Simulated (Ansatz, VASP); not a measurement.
## LiMgBN2 (LiMgBN2 (I-4m2)) in two plane-wave programs

Aim: how closely do two programs agree when they are given the same cell, functional and k mesh? The cell is taken from a series of runs on this material, whose earlier steps may have relaxed, scaled, displaced or heated it; both programs get it as it stands.

Main program and level: Ansatz 0.2.0; plane waves, with VASP 6.6.1 beside it; relaxation of cell and atoms at PBE.

### 1. Starting point

It takes space group I-4m2 (No. 119, tetragonal). Conventional cell: a = 3.819 Å, b = 3.819 Å, c = 8.887 Å, α = 90.00°, β = 90.00°, γ = 90.00°. Nearest to Li lie 4 N at 2.10 Å. Nearest to Mg lie 4 N at 2.10 Å. Nearest to B lie 2 N at 1.34 Å. Nearest to N lie 1 B at 1.34 Å and 2 Li at 2.10 Å and 2 Mg at 2.10 Å. Farther neighbours and most contacts between anions are not listed.

### 2. Ansatz: relaxation of cell and atoms, PBE

Ansatz runs on its PAW soft_1 files.

The relaxed volume is the usual yardstick between codes: in a stiff, nearly cubic crystal its relative difference is about their pressure difference at one cell divided by the bulk modulus.

Input file input.yaml:

```yaml
crystal:
  lattice:
    - [-1.909656, 1.909656, 4.443522]
    - [1.909656, -1.909656, 4.443522]
    - [1.909656, 1.909656, -4.443522]
  atoms:
    - { symbol: Li, position: [0.25, 0.75, 0.5] }
    - { symbol: Mg, position: [0.75, 0.25, 0.5] }
    - { symbol: B, position: [0.5, 0.5, 0.0] }
    - { symbol: "N", position: [0.6512635, 0.6512635, 0.0] }
    - { symbol: "N", position: [0.3487365, 0.3487365, 0.0] }
basis:
  ecutwfc: 420
  xc_grid: 2
hamiltonian:
  xc: pbe
  pseudopotentials: { kind: paw, azcp: { folder: soft_1 } }
kpoints:
  mp_grid: { grid: [10, 10, 10] }
scf:
  occupations: { method: fixed }
  max_iter: 100
relax:
  f_tol: 0.005
  max_steps: 60
  cell: {}
output:
  forces: true
  stress: true
checkpoint:
  write: "../cell.run"
  compress: false
  write_wavefunctions: false
  write_every: 100000
```

The run is started by

```bash
ansatz run input.yaml --threads 4 --pin off --max-ram 15073MiB --backend cpu --events-out ev --progress --plain --runs-dir out
```

Numbers of over 12 decimals in the logs are rounded to 6 here.

What it wrote:

```text
Engine: ansatz 0.2.0, aarch64-unknown-linux-gnu
Pseudopotentials: kind: paw
Pseudopotential: Li, paw, valence charge 3, recommended cutoff 420 eV (normal), soft_1/Li.paw.azcp
Pseudopotential: Mg, paw, valence charge 10, recommended cutoff 420 eV (normal), soft_1/Mg.paw.azcp
Pseudopotential: B, paw, valence charge 3, recommended cutoff 420 eV (normal), soft_1/B.paw.azcp
Pseudopotential: N, paw, valence charge 5, recommended cutoff 420 eV (normal), soft_1/N.paw.azcp
Functional definition: PBE
  parameter kappa = 0.804
  parameter beta = 0.066725
  exchange = pbe_x(kappa = kappa, mu = beta*pi^2/3)
  correlation = pbe_c(beta = beta)
Crystal: 5 atoms, lattice volume = 64.818 Å³
Basis set: ecut = 420 eV, 1283 PW (Γ), exchange–correlation on 72×72×72 points (8 copies of the dense FFT grid, shifted against one another)
Bands: 18, of which v1, the nominal top of the filled ones, is band 13 counted from 1 (12 counted from 0)
Symmetry: 8 space group operations
Space group: I-4m2 (ITA 119), of the structure as read, at distance tolerance 4.0e-5 Å
k-points: 102 of 1000 (time reversal used)
Non-local potential: Li, projectors of the file, l = 0: 3, l = 1: 2, l = 2: 1
Non-local potential: Mg, projectors of the file, l = 0: 3, l = 1: 2, l = 2: 1
Non-local potential: B, projectors of the file, l = 0: 2, l = 1: 2, l = 2: 1
Non-local potential: N, projectors of the file, l = 0: 2, l = 1: 2, l = 2: 1
PAW form: soft (Blöchl's): semilocal exchange-correlation on the pseudo side does not see the compensation charge
PAW one-centre angular grid: Li, 110 points (default); XC on 96 Gauss nodes
PAW one-centre angular grid: Mg, 110 points (default); XC on 64 Gauss nodes
PAW one-centre angular grid: B, 110 points (default); XC on 64 Gauss nodes
PAW one-centre angular grid: N, 110 points (default); XC on 64 Gauss nodes
Initial density: superposition of atomic densities (chi_scale 0.1, normalization cell, long waves kept (reshape's long-wave potential 0.02 eV rms))
Initial wavefunctions: pseudopotential atomic-orbital guess
Functional: x = pbe(κ = 0.804, μ = 0.219515), c = pbe(β = 0.066725)
SCF iter   1: F=—  HF=-3059.828900 eV  |F-HF|=—  |Δ(HF+E_count)|=         —  Δρ=1.03e-1  dr2=9.26e0  ethr=3.10e-3  ⟨swp⟩=5.0  Hψ=8462  notcnv=0  defer=277
preconditioner: auto → none  [insulator: Δε(μ)=4.483 eV  Ē_g=13.484 eV  n_scr=14 (ndim 8)  ℏωp=18.4 eV  f_vac=0.001  ε∞_Penn≈2.9]
SCF iter   2: F=—  HF=-3057.704387 eV  |F-HF|=—  |Δ(HF+E_count)|=    2.12e0  Δρ=7.18e-2  dr2=2.57e0  ethr=3.10e-3  ⟨swp⟩=3.1  Hψ=4842  notcnv=0  defer=270
SCF iter   3: F=—  HF=-3057.081537 eV  |F-HF|=—  |Δ(HF+E_count)|=   6.23e-1  Δρ=1.94e-2  dr2=2.22e-1  ethr=3.10e-3  ⟨swp⟩=2.1  Hψ=3207  notcnv=0  defer=85
automatic band count: iteration 3 solves 17 bands in place of 18: the levels show a gap, and the empty bands left out lie too high to hold charge; the band table lists the bands solved (type scf.n_extra_bands for more)
SCF iter   4: F=—  HF=-3057.062655 eV  |F-HF|=—  |Δ(HF+E_count)|=   1.89e-2  Δρ=4.24e-3  dr2=1.44e-2  ethr=8.53e-4  ⟨swp⟩=2.7  Hψ=3085  notcnv=0  defer=192
SCF iter   5: F=—  HF=-3057.063250 eV  |F-HF|=—  |Δ(HF+E_count)|=   5.95e-4  Δρ=1.13e-3  dr2=5.24e-4  ethr=5.55e-5  ⟨swp⟩=2.0  Hψ=2712  notcnv=0  defer=204
SCF iter   6: F=—  HF=-3057.063784 eV  |F-HF|=—  |Δ(HF+E_count)|=   5.34e-4  Δρ=2.21e-4  dr2=2.03e-5  ethr=2.02e-6  ⟨swp⟩=2.0  Hψ=3264  notcnv=0  defer=204
SCF iter   7: F=—  HF=-3057.063823 eV  |F-HF|=—  |Δ(HF+E_count)|=   3.82e-5  Δρ=2.61e-5  dr2=2.94e-7  ethr=7.80e-8  ⟨swp⟩=2.0  Hψ=2491  notcnv=0  defer=105
SCF iter   8: F=-3057.063823 eV  HF=-3057.063823 eV  |F-HF|=8.35e-9  |Δ(HF+E_count)|=   4.67e-7  Δρ=4.36e-6  dr2=6.27e-9  ethr=3.85e-10  ⟨swp⟩=5.0  Hψ=6584  notcnv=0
SCF 1 converged in 8 iterations: F = -3057.063823 eV  dr2 = 6.27e-9
  greatest PAW one-centre occupation: 1.000 electrons in one spin orbital (limit 2), on the Mg atom at site 1 (counted from 0), in its partial waves of l = 0
relax step   1: F+E_penalty+E_count = -3057.06382306 eV  Δ(F+E_penalty+E_count) = +0.000e0 eV  max|allowed force component| = 4.799e-2 eV/Å  Δτ_max = 0.0000 Å  P = -0.310 GPa  Ω = 64.818 Å³  (8 SCF iters, dr2 threshold 1.00e-7 eV, accepted)
[...]
relax step   2: F+E_penalty+E_count = -3057.06437702 eV  Δ(F+E_penalty+E_count) = -5.540e-4 eV  max|allowed force component| = 1.596e-2 eV/Å  Δτ_max = 0.0000 Å  P = -0.173 GPa  Ω = 64.658 Å³  energy of the carried Pulay correction = +1.729e-4 eV  (4 SCF iters, dr2 threshold 5.00e-7 eV, accepted)
[...]
relax step   3: F+E_penalty+E_count = -3057.06469198 eV  Δ(F+E_penalty+E_count) = -3.150e-4 eV  max|allowed force component| = 3.624e-3 eV/Å  Δτ_max = 0.0003 Å  P = -0.004 GPa  Ω = 64.487 Å³  energy of the carried Pulay correction = +3.566e-4 eV  (4 SCF iters, dr2 threshold 1.40e-7 eV, accepted)
[...]
relax step   4: F+E_penalty+E_count = -3057.06432115 eV  Δ(F+E_penalty+E_count) = +3.708e-4 eV  max|allowed force component| = 3.222e-3 eV/Å  Δτ_max = 0.0000 Å  P = -0.014 GPa  Ω = 64.487 Å³  stress off target by 3.96e-2 GPa  SCF on the basis re-selected at this cell (its energy is not comparable with the rows above)  (5 SCF iters)
basis re-selected at this cell: Δ(F+E_penalty+E_count) = +3.708e-4 eV, ΔP = -0.010 GPa vs the last step (what re-selecting the basis moved, of the pressure what is left beyond the Pulay correction that the steps carried, after the strain that the cell walked since its last selection, with what the two solves' SCF thresholds leave and, on support functions, any second-order correction that the steps lacked; it is no m [...]
SCF converged after 5 iterations
Free energy (F): -3057.064321 eV
Harris-Foulkes:  -3057.064321 eV  (|F-HF|=5.18e-11)
Internal energy: -3057.064321 eV  (E = F + TS)
E sigma→0 (E₀):  -3057.064321 eV
Fermi energy:    3.138616 eV
--- Per-component energies (eV) ---
  E_band       = -479.559729
  E_kinetic    = 394.632445
  E_local      = -2694.286847  (includes V_loc(G=0)·N_el)
  E_nonlocal   = 254.524405
  E_hartree    = 952.188270
  E_xc         = -187.510025
  E_vxc        = -235.109421  (∫ρ·V_xc dr)
  E_paw        = -659.420026  (= ΣΔE_a)
  E_vpaw       = -103.698912  (= ΣTr[D̂ρ^β])
  E_aug_tail   = 0.002020  (compensation charges beyond the density's cutoff)
  E_ewald      = -1117.194563
  E_smearing   = -0.000000  (= −TS)
  E_closure    = -0.000000  (closes the sum)
  Σ components = -3057.064321   (vs F -3057.064321, Δ=0.00e0)
--- Forces (eV/Å), atoms counted from 1 ---
  atom   1  Li     0.00000000     0.00000000    -0.00000000
  atom   2  Mg    -0.00000000     0.00000000     0.00000000
  atom   3  B     -0.00000000     0.00000000    -0.00000000
  atom   4  N      0.00000000     0.00000000    -0.00322229
  atom   5  N     -0.00000000     0.00000000     0.00322229
  max |Σ_I F_I| component: 2.43e-17 eV/Å
--- Stress (GPa, compression-positive) ---
       -0.001268       0.000000      -0.000000
        0.000000      -0.001268       0.000000
       -0.000000       0.000000      -0.039610
  P = ⅓ Tr σ = -0.0140 GPa (-0.140 kbar)
--- Relaxed structure (3 steps of the walk, 3 accepted, 1 SCFs on fresh bases) ---
  F+E_penalty+E_count = -3057.06432115 eV   max|allowed force component| = 3.222e-3 eV/Å   (the final SCF, on the basis selected at the relaxed cell)
  cell:  # Å, volume = 64.4875 Å³
    - [-1.904313, 1.904313, 4.445686]
    - [1.904313, -1.904313, 4.445686]
    - [1.904313, 1.904313, -4.445686]
  atoms:
    - { symbol: Li, position: [0.250000, 0.750000, 0.500000] }
    - { symbol: Mg, position: [0.750000, 0.250000, 0.500000] }
    - { symbol: B, position: [0.500000, 0.500000, 0] }
    - { symbol: N, position: [0.651222, 0.651222, 0] }
    - { symbol: N, position: [0.348778, 0.348778, 0] }
```

### 3. VASP: relaxation of cell and atoms, PBE

The same cell, functional and mesh now go to VASP, with its own data sets.

Lines of VASP's logs that name or quote its potential files are left out, and so is its time.

Input file INCAR:

```
SYSTEM = LiMgBN2
PREC = Accurate
ENCUT = 750
EDIFF = 1E-07
NELM = 120
ISMEAR = 0
SIGMA = 0.01
LREAL = .FALSE.
ALGO = Normal
GGA = PE
NBANDS = 15
LORBIT = 11
LWAVE = .FALSE.
LCHARG = .FALSE.
ISIF = 3
IBRION = 2
NSW = 80
EDIFFG = -0.005
LASPH = .TRUE.
GGA_COMPAT = .FALSE.
NELMIN = 4
EFERMI = MIDGAP
KPAR = 2
```

Input file POSCAR:

```
LiMgBN2
1.0
   -1.9096560000      1.9096560000      4.4435220000
    1.9096560000     -1.9096560000      4.4435220000
    1.9096560000      1.9096560000     -4.4435220000
Li Mg B N
1 1 1 2
Direct
    0.2500000000      0.7500000000      0.5000000000
    0.7500000000      0.2500000000      0.5000000000
    0.5000000000      0.5000000000      0.0000000000
    0.6512634572      0.6512634572      0.0000000000
    0.3487365428      0.3487365428      0.0000000000
```

Input file KPOINTS:

```
Automatic mesh
0
Gamma
10 10 10
0 0 0
```

The projector-augmented-wave data sets are Li_sv, Mg, B and N (PBE family, release 64).

The run is started by

```bash
mpirun -np 2 vasp_std
```

What it wrote:

```text
[banner, memory and clock lines left out]
running    2 mpi-ranks, on    1 nodes
 distrk:  each k-point on    1 cores,    2 groups
 distr:  one band on    1 cores,    1 groups

 POSCAR found type information on POSCAR LiMgB N
 POSCAR found :  4 types and       5 ions
 LDA part: xc-table for (Slater+PW92), standard interpolation
 POSCAR, INCAR and KPOINTS ok, starting setup
 FFT: planning ... GRIDC
 FFT: planning ... GRID_SOFT
 FFT: planning ... GRID
 WAVECAR not read
 entering main loop
       N       E                     dE             d eps       ncg     rms          rms(c)
DAV:   1     0.108959888915E+03    0.10896E+03   -0.10006E+04  3060   0.146E+03
DAV:   2    -0.252177324600E+02   -0.13418E+03   -0.12576E+03  4017   0.302E+02
DAV:   3    -0.375197629952E+02   -0.12302E+02   -0.12255E+02  5451   0.941E+01
DAV:   4    -0.378787771429E+02   -0.35901E+00   -0.35869E+00  4284   0.119E+01
DAV:   5    -0.378916554806E+02   -0.12878E-01   -0.12877E-01  4763   0.205E+00    0.130E+01
DAV:   6    -0.318553029974E+02    0.60364E+01   -0.18585E+01  3963   0.312E+01    0.473E+00
DAV:   7    -0.316559391723E+02    0.19936E+00   -0.90314E-01  4193   0.682E+00    0.323E+00
DAV:   8    -0.315616065099E+02    0.94333E-01   -0.34631E-01  3680   0.466E+00    0.579E-01
DAV:   9    -0.315579904537E+02    0.36161E-02   -0.44521E-02  4225   0.169E+00    0.335E-01
DAV:  10    -0.315617020947E+02   -0.37116E-02   -0.67530E-03  3357   0.795E-01    0.170E-01
DAV:  11    -0.315630911072E+02   -0.13890E-02   -0.95890E-04  3375   0.213E-01    0.940E-02
DAV:  12    -0.315633688100E+02   -0.27770E-03   -0.60008E-04  3445   0.169E-01    0.221E-02
DAV:  13    -0.315634035287E+02   -0.34719E-04   -0.77664E-05  3754   0.656E-02    0.882E-03
DAV:  14    -0.315634035462E+02   -0.17506E-07   -0.62790E-06  3943   0.189E-02    0.222E-03
DAV:  15    -0.315634039648E+02   -0.41858E-06   -0.13346E-06  3783   0.834E-03    0.158E-03
DAV:  16    -0.315634038842E+02    0.80602E-07   -0.11459E-07  3268   0.288E-03
   1 F= -.31563404E+02 E0= -.31563404E+02  d E =-.315634E+02
[...]
2 F= -.31564273E+02 E0= -.31564273E+02  d E =-.868885E-03
[...]
3 F= -.31564315E+02 E0= -.31564315E+02  d E =-.911325E-03
[...]
4 F= -.31564384E+02 E0= -.31564384E+02  d E =-.686953E-04
[...]
5 F= -.31564627E+02 E0= -.31564627E+02  d E =-.312088E-03
[...]
6 F= -.31564651E+02 E0= -.31564651E+02  d E =-.236080E-04
[...]
7 F= -.31564702E+02 E0= -.31564702E+02  d E =-.744371E-04
 curvature:  -1.61 expect dE=-0.163E-04 dE for cont linesearch -0.150E-04
 ZBRENT: increasing intervall
 opt :   5.7349  next Energy=   -31.564713 (dE=-0.856E-04)
 bond charge predicted
       N       E                     dE             d eps       ncg     rms          rms(c)
DAV:   1    -0.315648449733E+02   -0.14326E-03   -0.43809E-02  3060   0.173E+00    0.863E-02
DAV:   2    -0.315647466875E+02    0.98286E-04   -0.33780E-04  4131   0.174E-01    0.475E-02
DAV:   3    -0.315647137648E+02    0.32923E-04   -0.69081E-05  4244   0.655E-02    0.123E-02
DAV:   4    -0.315647125135E+02    0.12512E-05   -0.10948E-05  4087   0.261E-02    0.345E-03
DAV:   5    -0.315647125870E+02   -0.73474E-07   -0.48783E-07  4318   0.566E-03
   8 F= -.31564713E+02 E0= -.31564713E+02  d E =-.852903E-04
 curvature:  -1.20 expect dE=-0.783E-05 dE for cont linesearch -0.550E-05
 trial: gam= 0.00000 g(F)=  0.247E-08 g(S)=  0.654E-05 ort =-0.147E-04 (trialstep = 0.161E+01)
 search vector abs. value=  0.654E-05
 reached required accuracy - stopping structural energy minimisation
```

From OUTCAR (step 3):

```text
ion  position               nearest neighbor table
   1  0.250  0.750  0.500-   4 2.10   5 2.10   5 2.10   4 2.10   2 2.70   2 2.70   2 2.70   2 2.70

  LATTYP: Found a body centered tetragonal cell.
 ALAT       =     3.8193120000
 C/A-ratio  =     2.3268703892

 Subroutine GETGRP returns: Found  8 space group operations
 (whereof  8 operations were pure point group operations)

The static configuration has the point symmetry D_2d.

 Found    102 irreducible k-points:

   k-points           NKPTS =    102   k-points in BZ     NKDIM =    102   number of bands    NBANDS=     15

   dimension x,y,z NGX =    48 NGY =   48 NGZ =   48
   dimension x,y,z NGXF=    96 NGYF=   96 NGZF=   96

   ENCUT  =  750.0 eV  55.12 Ry    7.42 a.u.  11.61 11.61 11.61*2*pi/ulx,y,z

   NELECT =      18.0000    total number of electrons

 k-points in reciprocal lattice and weights: Automatic mesh
   0.00000000  0.00000000  0.00000000       0.001
   0.10000000 -0.00000000  0.00000000       0.008
   0.20000000 -0.00000000  0.00000000       0.008
   0.30000000  0.00000000 -0.00000000       0.008
   0.40000000 -0.00000000  0.00000000       0.008
   0.50000000  0.00000000 -0.00000000       0.004
   0.10000000  0.10000000  0.00000000       0.008
   0.20000000  0.10000000  0.00000000       0.016
   0.30000000  0.10000000 -0.00000000       0.016
[...]
-0.40000000 -0.40000000  0.40000000       0.002
   0.50000000  0.50000000  0.50000000       0.001

 average (electrostatic) potential at core
       1 -61.6787       2 -38.3885       3 -30.2415       4 -65.4609       5 -65.4609

 E-fermi :   2.2648

 k-point     1 :       0.0000    0.0000    0.0000
  band No.  band energies     occupation
    ...
      5      -1.5585      2.00000
      6      -1.1607      2.00000
      7      -1.1607      2.00000
      8      -0.4078      2.00000
      9      -0.4078      2.00000
     10       3.5812      0.00000
     11       7.0107      0.00000
     12       8.8130      0.00000
     13       8.8130      0.00000
     14       9.3774      0.00000
    ...

 k-point     2 :       0.1000   -0.0000    0.0000
  band No.  band energies     occupation
    ...
      5      -1.7160      2.00000
      6      -1.3139      2.00000
      7      -1.2057      2.00000
      8      -0.3284      2.00000
      9      -0.3187      2.00000
     10       3.8404      0.00000
     11       7.1509      0.00000
     12       8.4212      0.00000
     13       8.7251      0.00000
     14       9.7121      0.00000
    ...

 k-point     3 :       0.2000   -0.0000    0.0000
  band No.  band energies     occupation
    ...
      5      -2.1705      2.00000
      6      -1.4934      2.00000
      7      -1.2899      2.00000
      8      -0.2308      2.00000
      9      -0.1172      2.00000
     10       4.4808      0.00000
     11       7.4137      0.00000
     12       7.9941      0.00000
     13       8.5106      0.00000
     14      10.0270      0.00000
    ...

  Total        0.0095658      0.0095658     -0.0222381      0.0000000      0.0000000      0.0000000
  in kB        0.2384947      0.2384947     -0.5544401      0.0000000      0.0000000      0.0000000
  external PRESSURE =      -0.0258169 kB  Pullay stress =       0.0000000 kB

  energy-cutoff  :      750.00
  volume of cell :       64.26
      direct lattice vectors                 reciprocal lattice vectors
    -1.900269250  1.900269250  4.449017227     0.000000000  0.263120608  0.112384370
     1.900269250 -1.900269250  4.449017227     0.263120608  0.000000000  0.112384370
     1.900269250  1.900269250 -4.449017227     0.263120608  0.263120608  0.000000000

 POSITION                                       TOTAL-FORCE (eV/Angst)
 -----------------------------------------------------------------------------------
      1.90027     -0.00000      2.22451        -0.000000      0.000000      0.000000
     -0.00000      1.90027      2.22451        -0.000000      0.000000      0.000000
      0.00000      0.00000      4.44902        -0.000000      0.000000      0.000000
      0.00000      0.00000      5.79346         0.000000     -0.000000      0.000160
      1.90027      1.90027     -1.34444         0.000000     -0.000000     -0.000160
 -----------------------------------------------------------------------------------
    total drift:                                0.000000     -0.000000     -0.000000

  FREE ENERGIE OF THE ION-ELECTRON SYSTEM (eV)
  ---------------------------------------------------
  free  energy   TOTEN  =       -31.5647125870 eV

  energy  without entropy=      -31.5647125870  energy(sigma->0) =      -31.56471259

 reached required accuracy - stopping structural energy minimisation

 total charge
# of ion       s       p       d       tot
------------------------------------------
    1        2.029   0.069   0.000   2.098
    2        0.167   0.173   0.061   0.401
    3        0.814   1.401   0.000   2.216
    4        1.230   2.592   0.000   3.823
    5        1.230   2.592   0.000   3.823
--------------------------------------------------
tot          5.471   6.828   0.061  12.360

[... 3 further parts left out ...]
```

### 4. Side by side

Known differences besides the potentials themselves: fixed occupations in Ansatz, narrow Gaussian smearing in VASP; the data sets hold 26 valence electrons in Ansatz (on its PAW soft_1 files) and 18 in VASP; the cutoff is 420 eV in Ansatz and 750 eV in VASP; Ansatz adds a Pulay correction to the stress that steers its cell, VASP none. Total energies have different zeros and are not compared.

The two programs side by side:

| quantity | Ansatz | VASP | difference |
| --- | --- | --- | --- |
| volume (Å³) | 64.49 | 64.26 | +0.35 % |
| edge a after relaxation, in the typed setting (Å) | 5.198 | 5.198 | +0.00 % |

### 5. What came out

```json
{"difference in volume (relaxation of cell and atoms, PBE)": "0.35 %"}
```

What this shows: The difference in volume is 0.35 % (relaxation of cell and atoms, PBE), within the 1.2 % picked in this series as the mark of a large difference, as far as the stopping tolerances let one tell. The data sets hold unlike numbers of valence electrons (26 in Ansatz and 18 in VASP), so part of the differences comes from the potentials. Such differences can come from data sets, numerical settings and the points named under the comparisons, not from the functional's error against experiment.

[Lines on the potential files, build, host, timing and source positions are cut from VASP's logs without a mark.]

[Logs are printed without paths, hosts, clocks, repeated set-up lines and the standing remarks that a program may print on its own settings, such as how far it seeks lower states.]

[Hosts, paths, dates, database ids (printed as entryN), source tags and the programs' standing remarks are cut or masked in the printed files.]
